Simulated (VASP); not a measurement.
Given:

```xyz
2
Lattice="0.0000 2.4598 2.4598 2.4598 0.0000 2.4598 2.4598 2.4598 0.0000" Properties=species:S:1:pos:R:3 pbc="T T T"
B      0.0000     0.0000     0.0000
As     1.2299     1.2299     1.2299
```

These are optB88-vdW, VASP's PBE PAW potentials (set 64) (plane waves; VASP) values and carry that method's errors. Run with 520 eV cut-off, 9×9×9 Γ-centred mesh, Gaussian smearing of 0.050 eV, potentials B As.

**Question.** Estimate the energy per atom (σ→0), pressure.

**Answer.** 
```yaml
energy per atom (σ→0): -4.525 eV/atom
pressure: -6.70 GPa
```

The absolute energy has meaning only against runs of the same code, potentials and settings.

The compound is BAs in the zinc blende structure. This cell is one point of a volume scan, at 1.06 of the reference volume.
